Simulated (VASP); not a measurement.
An input for Ansatz (written as the equivalent of a VASP run, and not itself run):

Ansatz 0.2 input:
```yaml
crystal:
  lattice:
    - [0.0000000, 2.8850000, 2.8850000]
    - [2.8850000, 0.0000000, 2.8850000]
    - [2.8850000, 2.8850000, 0.0000000]
  atoms:
    - { symbol: Ag, position: [0.0000000, 0.0000000, 0.0000000] }
    - { symbol: Br, position: [0.5000000, 0.5000000, 0.5000000] }
kpoints:
  mp_grid: { grid: [6, 6, 6] }
hamiltonian:
  xc: pbe
  pseudopotentials: { kind: paw }
scf:
  occupations: { method: gaussian, width: 0.05 }
  max_iter: 100
output: { forces: true, stress: true, eigenvalues: true }
```

Write the VASP files for the same calculation (PBE).

Several could match; the one computed here: 
File KPOINTS:
```
kpoints
0
gamma
  6 6 6
0 0 0
```

**INCAR**
```
SYSTEM=AgBr
PREC=Accurate; ENCUT=400; LREAL=F
LASPH=T
EDIFF=1E-6; NELM=100; ALGO=Normal
LMAXMIX=4
ISMEAR=0; SIGMA=0.05
GGA=PE
ISIF=2
LWAVE=F; LCHARG=F
```

**POSCAR**
```
AgBr
1
    0.0000000000     2.8850000000     2.8850000000
    2.8850000000     0.0000000000     2.8850000000
    2.8850000000     2.8850000000     0.0000000000
Ag Br
1 1
Direct
  0.0000000000   0.0000000000   0.0000000000
  0.5000000000   0.5000000000   0.5000000000
```

POTCAR, in this order: Ag Br (PBE.64 set). Program: vasp_std.

The two are equivalent in intent, not identical: each code has its own PAW files, so the cut-off isn't converted (ENCUT is set for VASP's; basis.ecutwfc is left out, and Ansatz then takes the one that its files recommend); Ansatz stops its SCF on the density residual and VASP on the energy change (EDIFF).

The compound is AgBr in the rock salt structure. The cell was not relaxed at this level.
